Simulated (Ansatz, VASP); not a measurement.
# H51C25S10N15O23F10 in two plane-wave programs, part 2 of 2

Wanted: the spread between two codes on one cell, functional and k mesh. The cell is taken from a series of runs on this material, whose earlier steps may have relaxed, scaled, displaced or heated it; both programs get it as it stands.

VASP 6.6.1 and Ansatz 0.2.0.

So far: Starting point; Ansatz: single point, PBEsol.

### Step 3. VASP: single point, PBEsol

Level of this step: PBEsol; plane waves and PAW (C, N, H, S, O, F) (VASP).

The same cell, functional and mesh now go to VASP, with its own data sets.

Lines of VASP's logs that name or quote its potential files are left out, and so is its time.

Input file INCAR:

```
SYSTEM = H51C25S10N15O23F10
PREC = Accurate
ENCUT = 520
EDIFF = 1E-06
NELM = 120
ISMEAR = 0
SIGMA = 0.01
LREAL = Auto
ALGO = Normal
GGA = PS
NBANDS = 340
LORBIT = 11
LWAVE = .FALSE.
LCHARG = .FALSE.
ISIF = 2
LASPH = .TRUE.
GGA_COMPAT = .FALSE.
EFERMI = MIDGAP
```

Input file POSCAR:

```
H51C25S10N15O23F10
1.0
   11.7589400000      0.0000000000      0.0000000000
    0.0000000000     11.7589400000      0.0000000000
    0.0000000000      0.0000000000     11.7589400000
C N H S O F
25 15 51 10 23 10
Direct
    0.2196600000      0.7641000000      0.9305300000
    0.3273900000      0.7110700000      0.7542300000
    0.4221400000      0.7548500000      0.7042300000
    0.5371900000      0.9257900000      0.7233200000
    0.4025400000      0.8376900000      0.8672000000
    0.5607400000      0.1625100000      0.3541400000
    0.5248200000      0.1499900000      0.1378900000
    0.4279000000      0.1570200000      0.0787600000
    0.2222000000      0.1116200000      0.1179000000
    0.3800100000      0.1156200000      0.2565000000
    0.9993500000      0.4453500000      0.5384000000
    0.8355400000      0.5686700000      0.4731500000
    0.7906800000      0.6681200000      0.5112100000
    0.8356500000      0.8115600000      0.6487900000
    0.9354500000      0.6282500000      0.6188200000
    0.2325600000      0.3689700000      0.8686700000
    0.4267500000      0.4488600000      0.9291300000
    0.5237000000      0.4726800000      0.8646500000
    0.5792700000      0.4863000000      0.6625400000
    0.3983400000      0.4032400000      0.7455000000
    0.0119400000      0.7331800000      0.2279800000
    0.9519200000      0.8921600000      0.3536800000
    0.9162300000      0.0030600000      0.3310000000
    0.8486500000      0.1044000000      0.1629900000
    0.9072300000      0.9091900000      0.1683200000
    0.3225400000      0.7595300000      0.8588500000
    0.4603400000      0.8430200000      0.7697900000
    0.4856500000      0.1567100000      0.2533100000
    0.3393500000      0.1306900000      0.1517600000
    0.9254100000      0.5446400000      0.5438100000
[... 98 atom lines left out ...]
    0.1284700000      0.2418300000      0.5622900000
    0.2609800000      0.9945400000      0.6941600000
    0.7604400000      0.0555200000      0.8080000000
    0.7545500000      0.0592600000      0.5730100000
    0.4057200000      0.3262100000      0.4033400000
    0.1933200000      0.3055900000      0.2967600000
```

Input file KPOINTS:

```
Automatic mesh
0
Gamma
1 1 1
0 0 0
```

Potentials, in the order of the species: C, N, H, S, O and F (PBE family, release 64).

The run is started by

```bash
export OMP_NUM_THREADS=3
mpirun -np 1 vasp_gam
```

Numbers of over 12 decimals in the logs are rounded to 6 here.

The program printed:

```text
[banner, memory and clock lines left out]
running    1 mpi-ranks, on    1 nodes
[...]
Offloading initialized ...    1 GPUs detected
[...]
|                                                                             |
|               ----> ADVICE to this user running VASP <----                  |
|                                                                             |
|     You enforced a specific xc type in the INCAR file but a different       |
|     [... a line on the potential file left out ...]
|     I HOPE YOU KNOW WHAT YOU ARE DOING!                                     |
|                                                                             |

 LDA part: xc-table for (Slater+PW92), standard interpolation
 POSCAR, INCAR and KPOINTS ok, starting setup
[...]
entering main loop
       N       E                     dE             d eps       ncg     rms          rms(c)
DAV:   1     0.423310187103E+04    0.42331E+04   -0.27691E+05   712   0.138E+03
DAV:   2    -0.422514795888E+03   -0.46556E+04   -0.44309E+04   844   0.335E+02
DAV:   3    -0.855113166823E+03   -0.43260E+03   -0.42851E+03   816   0.108E+02
DAV:   4    -0.864810350765E+03   -0.96972E+01   -0.96355E+01   840   0.176E+01
[...]
DAV:  18    -0.787344672753E+03    0.25248E-05   -0.97147E-06   832   0.123E-02    0.728E-03
DAV:  19    -0.787344673966E+03   -0.12134E-05   -0.69959E-06   784   0.788E-03    0.355E-03
DAV:  20    -0.787344674463E+03   -0.49677E-06   -0.25241E-06   640   0.513E-03
   1 F= -.78734467E+03 E0= -.78734467E+03  d E =0.000000E+00
```

Parts of OUTCAR (step 3):

```text
  FREE ENERGIE OF THE ION-ELECTRON SYSTEM (eV)
  ---------------------------------------------------
  free  energy   TOTEN  =      -787.3446744630 eV

  energy  without entropy=     -787.3446744630  energy(sigma->0) =     -787.34467446
```

The run ends at a pressure of 1.35 GPa, with forces up to 7.0 eV/Å.

### Step 4. Comparison

Known differences besides the potentials themselves: fixed occupations in Ansatz, narrow Gaussian smearing in VASP; the cutoff is 420 eV in Ansatz and 520 eV in VASP (PREC = Accurate, projectors in real space); Ansatz makes its cores anew for this functional, VASP keeps those of its PBE data sets. Total energies have different zeros and are not compared.

The two programs side by side:

```
              quantity  Ansatz   VASP  difference
gap on the k mesh (eV)   3.654  3.680      -0.026
```

Forces on 9 of the 134 atoms, those with the largest forces and the largest differences (eV/Å; atoms numbered as in POSCAR):

```
atom          Ansatz x, y, z            VASP x, y, z
  C7    -2.210, 2.049, 3.093    -2.105, 2.055, 3.054
 S92  -2.361, -3.787, -1.323  -2.279, -3.410, -1.503
 S94   -4.418, -1.879, 1.413   -4.428, -1.655, 1.298
 S95   -0.258, -0.174, 0.406    0.065, -0.102, 0.299
 S96   -2.283, 3.817, -5.747   -2.083, 3.588, -5.687
 S98    -0.625, 1.341, 3.592    -0.560, 1.617, 3.735
S101    -5.199, 0.631, 0.105   -5.156, 0.788, -0.130
O102    1.531, 1.618, -2.081    1.366, 1.406, -1.797
F132   0.281, -3.724, -0.166   0.292, -3.813, -0.184
```

The forces differ by 76 meV/Å r.m.s., which is 6.6 % of the r.m.s. force of 1.146 eV/Å (both taken over all components). A gap on the mesh is an upper bound, since the band edges may lie between its points.

### Step 5. Summary of results

```json
{
  "r.m.s. force difference (single point, PBEsol)": "6.6 % of the r.m.s. force"
}
```

In words: The r.m.s. force difference is 6.6 % of the r.m.s. force (single point, PBEsol), beyond the 3 % picked in this series as the mark of a large difference. What causes the difference of the single point, PBEsol pair stays open here. How closely two codes agree says nothing of how well the functional describes the real material.

[Lines on the potential files, build, host, timing and source positions are cut from VASP's logs without a mark.]

[Logs are printed without paths, hosts, clocks, repeated set-up lines and the standing remarks that a program may print on its own settings, such as how far it seeks lower states.]

[Hosts, paths, dates, database ids (printed as entryN), source tags and the programs' standing remarks are cut or masked in the printed files.]
